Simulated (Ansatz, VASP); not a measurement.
**Cross-check of Ge between VASP and Ansatz**

One calculation is typed for both programs; each brings its own data sets. How far apart do they land? Of the first pair: The structure shown is frame 50 of Ansatz's trajectory.

Program: Ansatz 0.2.0. Level of theory: plane waves, with VASP 6.6.1 beside it; single point at PBEsol. Results are calculated unless marked as measured.

## 1. The starting structure

The cell holds 30 atoms: 30 Ge. Cell: a = 8.978 Å, b = 8.978 Å, c = 8.978 Å, α = 90.0°, β = 90.0°, γ = 90.0°. Kind glass; density_g_cm3 5.0; melt_temperature_k 2200; route random start, relaxed, short melt, two cooling runs, relaxed.

## 2. Ansatz: dynamics, PBEsol

Ansatz runs on its default PAW (the set named soft_2) files.

One frame of this run of dynamics is then solved in both programs, so the motion causes no difference.

The input, input.yaml:

```yaml
crystal:
  lattice:
    - [8.9779155195, 0.0, 0.0]
    - [0.0, 8.9779155195, 0.0]
    - [0.0, 0.0, 8.9779155195]
  atoms:
    - { symbol: Ge, position: [0.2119351325, 0.3183623021, 0.7953575086] }
    - { symbol: Ge, position: [0.028278352, 0.5480713442, 0.755433932] }
    - { symbol: Ge, position: [0.1364366104, 0.0870686335, 0.2812142264] }
    - { symbol: Ge, position: [0.5929631596, 0.4716564589, 0.0455112336] }
    - { symbol: Ge, position: [0.500643832, 0.5999000947, 0.3835046287] }
    - { symbol: Ge, position: [0.6344254384, 0.9777335201, 0.7119016836] }
    - { symbol: Ge, position: [0.6055325254, 0.2435011925, 0.3974740343] }
    - { symbol: Ge, position: [0.4361525663, 0.8288997101, 0.54515153] }
    - { symbol: Ge, position: [0.6202444126, 0.1746027519, 0.0768597063] }
    - { symbol: Ge, position: [0.1836627885, 0.8273725184, 0.717151857] }
    - { symbol: Ge, position: [0.7566083105, 0.6790108463, 0.4359720121] }
    - { symbol: Ge, position: [0.5606789112, 0.5232026635, 0.7228943522] }
    - { symbol: Ge, position: [0.7796290573, 0.703230442, 0.7542141137] }
    - { symbol: Ge, position: [0.4049125711, 0.3789645934, 0.2324222654] }
    - { symbol: Ge, position: [0.4956374863, 0.7806241341, 0.845741868] }
    - { symbol: Ge, position: [0.1653362245, 0.1054024146, 0.5907545261] }
    - { symbol: Ge, position: [-0.0104778365, 0.4142046174, 0.4990009271] }
    - { symbol: Ge, position: [0.424147074, 1.0436787379, 0.2213504831] }
    - { symbol: Ge, position: [-0.0180416891, 0.3816687102, -0.0131493707] }
    - { symbol: Ge, position: [0.6389813436, 0.2478330989, 0.7965363049] }
    - { symbol: Ge, position: [0.8583773829, 0.0825271679, 0.2121634293] }
    - { symbol: Ge, position: [0.5521149982, 0.7646380114, 0.1525126537] }
    - { symbol: Ge, position: [0.9396949901, 0.9544619897, 0.7594080651] }
    - { symbol: Ge, position: [0.9206827355, 0.2528644335, 0.7238106692] }
    - { symbol: Ge, position: [0.4277997817, 0.2849357447, 0.6213554343] }
    - { symbol: Ge, position: [0.3442987717, 0.0554243065, 0.8316477109] }
    - { symbol: Ge, position: [0.6550181097, 0.9526938079, 0.3807085755] }
    - { symbol: Ge, position: [1.0881863495, 1.0690566362, 0.9941409068] }
    - { symbol: Ge, position: [0.8078314766, 0.3909905019, 0.2596834767] }
    - { symbol: Ge, position: [0.1120509369, 0.3692149341, 0.2418163222] }
kpoints:
  mp_grid: { grid: [1, 1, 1] }
scf:
  occupations: { method: fermi_dirac, width: 0.1 }
  n_extra_bands: 21
hamiltonian:
  xc: pbesol
  pseudopotentials: { kind: paw }
output:
  forces: true
basis:
  ecutwfc: 320
md:
  timestep: 2.5
  n_steps: 150
  ensemble: nvt_langevin
  temperature: 2200
  seed: 0
```

Launch:

```console
$ ansatz run input.yaml --threads 8 --pin off --max-ram 40960MiB --backend cuda --events-out ev --progress --plain --runs-dir out
```

Numbers of over 12 decimals in the logs are rounded to 6 here.

The program printed:

```text
Warning: md: disabling space-group detection — thermal motion breaks the input geometry's symmetry, so no spatial operation reduces the k-mesh or symmetrises the density; time reversal is kept, so that k and −k are solved as one point where they differ and the mesh holds both, and exact exchange and, on two spinor components, a DFT+U term hold to it where the run has them: on two components no moment then forms, and  [...]
Warning: basis.ecutwfc = 320 eV is below the records' recommended 420 eV, and the density's cutoff is lower with it unless basis.ecutrho_ratio is high enough to keep the records' density cutoff: compare with a run at a higher cutoff
scf.n_extra_bands = 21 over 210 filled bands (N_el = 420.0): the run solves 231 bands
Engine: ansatz 0.2.0, aarch64-unknown-linux-gnu
Pseudopotentials: kind: paw
Pseudopotential: Ge, paw, valence charge 14, recommended cutoff 420 eV (normal), Ge.paw.azcp
Functional definition: PBEsol
  exchange = pbesol_x
  correlation = pbesol_c
[...]
Crystal: 30 atoms, lattice volume = 723.647 Å³
Basis set: ecut = 320 eV, 9435 PW (Γ), exchange–correlation on 108×108×108 points (8 copies of the dense FFT grid, shifted against one another)
Bands: 231, of which v1, the nominal top of the filled ones, is band 210 counted from 1 (209 counted from 0)
Symmetry: 1 space group operations
k-points: 1
Non-local potential: Ge, projectors of the file, l = 0: 2, l = 1: 2, l = 2: 3, l = 3: 1
PAW form: soft (Blöchl's): semilocal exchange-correlation on the pseudo side does not see the compensation charge
PAW frozen core: Ge, regenerated for the run's functional, and the local potential with it (the file was generated under x = pbe(κ = 0.804, μ = 0.219515), c = pbe(β = 0.066725))
PAW one-centre angular grid: Ge, 590 points (default); XC on 64 Gauss nodes
Initial density: superposition of atomic densities (neutral atoms: chi_scale 0, normalization atom), corrected by the library's trained network
Initial wavefunctions: pseudopotential atomic-orbital guess
[...]
Functional: x = pbesol(κ = 0.804, μ = 0.123457), c = pbesol(β = 0.046)
SCF iter   1: F=—  HF=-127600.794310 eV  |F-HF|=—  |Δ(HF+E_count)|=         —  Δρ=7.96e-3  dr2=1.37e0  ethr=1.77e-3  ⟨swp⟩=5.0  Hψ=774  notcnv=0
preconditioner: auto → Resta (q_TF=auto, 2.492 Å⁻¹)  ε∞=2.8  [insulator: Δε(μ)=0.728 eV  Ē_g=20.807 eV  σ=0.100 eV  W_gap=0.95  n_scr=178 (ndim 8)  ℏωp=28.3 eV  f_vac=0.127  D(μ)=1.26/eV (n_scr^D=0)  ε∞_Penn≈2.8]
SCF iter   2: F=—  HF=-127600.401478 eV  |F-HF|=—  |Δ(HF+E_count)|=   3.93e-1  Δρ=3.82e-3  dr2=2.05e-1  ethr=3.27e-4  ⟨swp⟩=2.0  Hψ=319  notcnv=0
[...]
SCF iter  13: F=-127600.346343 eV  HF=-127600.346343 eV  |F-HF|=1.48e-8  |Δ(HF+E_count)|=   5.19e-8  Δρ=6.74e-7  dr2=1.31e-8  ethr=7.14e-12  ⟨swp⟩=4.0  Hψ=708  notcnv=0
SCF 1 converged in 13 iterations: F = -127600.346343 eV  dr2 = 1.31e-8
  greatest PAW one-centre occupation: 0.998 electrons in one spin orbital (limit 2), on the Ge atom at site 18 (counted from 0), in its partial waves of l = 2
md step     0: t =     0.00 fs  T =     0.0 K  F+E_penalty+E_count = -127600.34634255 eV  E_kin = 0.000000 eV  (13 SCF iters)
[... from here on, the SCF cycles and remarks between the steps are left out ...]
md step     1: t =     2.50 fs  T =   115.8 K  F+E_penalty+E_count = -127600.34666764 eV  E_kin = 0.449099 eV  (6 SCF iters)
md step     2: t =     5.00 fs  T =   245.0 K  F+E_penalty+E_count = -127600.34415737 eV  E_kin = 0.950207 eV  (7 SCF iters)
md step     3: t =     7.50 fs  T =   346.7 K  F+E_penalty+E_count = -127600.33444494 eV  E_kin = 1.344559 eV  (8 SCF iters)
md step     8: t =    20.00 fs  T =   659.3 K  F+E_penalty+E_count = -127600.08358412 eV  E_kin = 2.556645 eV  (6 SCF iters)
md step    13: t =    32.50 fs  T =  1023.4 K  F+E_penalty+E_count = -127599.51109015 eV  E_kin = 3.968367 eV  (6 SCF iters)
md step    18: t =    45.00 fs  T =  1107.0 K  F+E_penalty+E_count = -127598.77289544 eV  E_kin = 4.292893 eV  (6 SCF iters)
md step    23: t =    57.50 fs  T =   994.4 K  F+E_penalty+E_count = -127598.08778853 eV  E_kin = 3.856171 eV  (6 SCF iters)
md step    28: t =    70.00 fs  T =  1020.0 K  F+E_penalty+E_count = -127597.51990259 eV  E_kin = 3.955445 eV  (6 SCF iters)
md step    33: t =    82.50 fs  T =   980.7 K  F+E_penalty+E_count = -127597.16749525 eV  E_kin = 3.802788 eV  (6 SCF iters)
md step    38: t =    95.00 fs  T =  1435.3 K  F+E_penalty+E_count = -127596.94652673 eV  E_kin = 5.565629 eV  (6 SCF iters)
md step    39: t =    97.50 fs  T =  1358.6 K  F+E_penalty+E_count = -127596.96089311 eV  E_kin = 5.268292 eV  (6 SCF iters)
md step    40: t =   100.00 fs  T =  1536.3 K  F+E_penalty+E_count = -127596.98109283 eV  E_kin = 5.957440 eV  (8 SCF iters)
md step    41: t =   102.50 fs  T =  1704.6 K  F+E_penalty+E_count = -127596.97989000 eV  E_kin = 6.610126 eV  (6 SCF iters)
md step    42: t =   105.00 fs  T =  1697.0 K  F+E_penalty+E_count = -127596.94895563 eV  E_kin = 6.580533 eV  (6 SCF iters)
md step    43: t =   107.50 fs  T =  1740.9 K  F+E_penalty+E_count = -127596.89059940 eV  E_kin = 6.750686 eV  (6 SCF iters)
md step    44: t =   110.00 fs  T =  1679.7 K  F+E_penalty+E_count = -127596.80740284 eV  E_kin = 6.513395 eV  (6 SCF iters)
md step    45: t =   112.50 fs  T =  1538.4 K  F+E_penalty+E_count = -127596.70678973 eV  E_kin = 5.965533 eV  (5 SCF iters)
md step    46: t =   115.00 fs  T =  1500.2 K  F+E_penalty+E_count = -127596.58678840 eV  E_kin = 5.817419 eV  (6 SCF iters)
md step    47: t =   117.50 fs  T =  1501.6 K  F+E_penalty+E_count = -127596.43603109 eV  E_kin = 5.822719 eV  (6 SCF iters)
md step    48: t =   120.00 fs  T =  1579.8 K  F+E_penalty+E_count = -127596.26029627 eV  E_kin = 6.126301 eV  (6 SCF iters)
md step    49: t =   122.50 fs  T =  1518.8 K  F+E_penalty+E_count = -127596.06868223 eV  E_kin = 5.889656 eV  (6 SCF iters)
md step    50: t =   125.00 fs  T =  1580.0 K  F+E_penalty+E_count = -127595.86844114 eV  E_kin = 6.127013 eV  (8 SCF iters)
md step    51: t =   127.50 fs  T =  1745.9 K  F+E_penalty+E_count = -127595.65069103 eV  E_kin = 6.770131 eV  (6 SCF iters)
[...]
md step    56: t =   140.00 fs  T =  1618.0 K  F+E_penalty+E_count = -127594.79397551 eV  E_kin = 6.274336 eV  (5 SCF iters)
md step    57: t =   142.50 fs  T =  1619.1 K  F+E_penalty+E_count = -127594.72404068 eV  E_kin = 6.278482 eV  (5 SCF iters)
md step    58: t =   145.00 fs  T =  1548.7 K  F+E_penalty+E_count = -127594.68920760 eV  E_kin = 6.005718 eV  (5 SCF iters)
md step    59: t =   147.50 fs  T =  1509.9 K  F+E_penalty+E_count = -127594.69723966 eV  E_kin = 5.855160 eV  (5 SCF iters)
md step    60: t =   150.00 fs  T =  1570.6 K  F+E_penalty+E_count = -127594.75235809 eV  E_kin = 6.090630 eV  (7 SCF iters)
md step    61: t =   152.50 fs  T =  1677.7 K  F+E_penalty+E_count = -127594.84803835 eV  E_kin = 6.505885 eV  (6 SCF iters)
md step    62: t =   155.00 fs  T =  1836.5 K  F+E_penalty+E_count = -127594.95509716 eV  E_kin = 7.121657 eV  (6 SCF iters)
md step    63: t =   157.50 fs  T =  1810.8 K  F+E_penalty+E_count = -127595.03920782 eV  E_kin = 7.022004 eV  (5 SCF iters)
[...]
SCF iter   1: F=—  HF=-127595.111970 eV  |F-HF|=—  |Δ(HF+E_count)|=         —  Δρ=1.92e-4  dr2=2.63e-4  ethr=5.29e-7  ⟨swp⟩=4.0  Hψ=877  notcnv=0
[...]
SCF ite
```

(Continued in part 2 of 3.)

[Lines on the potential files, build, host, timing and source positions are cut from VASP's logs without a mark.]

[Logs are printed without paths, hosts, clocks, repeated set-up lines and the standing remarks that a program may print on its own settings, such as how far it seeks lower states.]

[Hosts, paths, dates, database ids (printed as entryN), source tags and the programs' standing remarks are cut or masked in the printed files.]
